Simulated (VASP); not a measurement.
```
CsCl
1.0
    4.12000     0.00000     0.00000
    0.00000     4.12000     0.00000
    0.00000     0.00000     4.12000
Cs Cl
1 1
Direct
  0.00000   0.00000   0.00000
  0.50000   0.50000   0.50000
```

These are PBEsol GGA, VASP's PBE PAW potentials (set 64) (plane waves; VASP) values and carry that method's errors. Settings: 480 eV cut-off, 6×6×6 Γ-centred mesh, Gaussian smearing of 0.050 eV, potentials Cs_sv Cl.

Energy and stress use the plane-wave basis of the starting cell.

The ions, cell shape and volume are relaxed. Predict the relaxed structure.

```
CsCl
1.0
    4.07208     0.00000     0.00000
    0.00000     4.07208     0.00000
    0.00000     0.00000     4.07208
Cs Cl
1 1
Direct
  0.00000   0.00000   0.00000
  0.50000   0.50000   0.50000
```
Space group Pm-3m (221), at a tolerance of 0.03 Å.

How do energy and volume change from the first to the last step?

The energy (σ→0) changes by -2.4 meV/atom and the volume by -3.4 %, in 3 ionic steps.

The compound is CsCl in the CsCl type structure. This run relaxes it. Symmetry was kept, so distortions that lower it aren't found.
